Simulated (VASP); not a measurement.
```xyz
2
Lattice="3.6194 -1.9070 -0.0351 3.6194 1.9070 -0.0351 2.6453 0.0000 3.1210" Properties=species:S:1:pos:R:3 pbc="T T T"
As     2.2607     0.0000     0.6978
As     7.6233     0.0000     2.3529
```

All values below come from PBE GGA with D3 dispersion (zero damping), VASP's PBE PAW potentials (set 64) (plane waves; VASP). Run with 520 eV cut-off, Gaussian smearing of 0.050 eV, potentials As.

Give the energies of bands 2 to 8 at the high-symmetry points, in eV from the Fermi level.

```json
[
 {"band": "2", "Γ": "-5.81", "T": "-10.08", "H2": "-10.56", "L": "-11.08", "S0": "-10.74", "F": "-9.55"},
 {"band": "3", "Γ": "-2.33", "T": "-1.70", "H2": "-5.78", "L": "-2.62", "S0": "-6.05", "F": "-6.03"},
 {"band": "4", "Γ": "-2.02", "T": "-1.70", "H2": "-5.35", "L": "-2.48", "S0": "-3.50", "F": "-4.16"},
 {"band": "5", "Γ": "-2.02", "T": "-0.72", "H2": "-1.20", "L": "-0.33", "S0": "-3.42", "F": "-4.11"},
 {"band": "6", "Γ": "1.90", "T": "0.55", "H2": "1.09", "L": "-0.32", "S0": "3.19", "F": "1.63"},
 {"band": "7", "Γ": "2.98", "T": "0.55", "H2": "5.29", "L": "0.35", "S0": "3.35", "F": "5.45"},
 {"band": "8", "Γ": "2.98", "T": "1.60", "H2": "5.45", "L": "1.11", "S0": "5.32", "F": "6.64"}
]
```

It has no gap at this level: it comes out as a metal or semimetal.

The compound is As in the a7 structure. It was relaxed first.
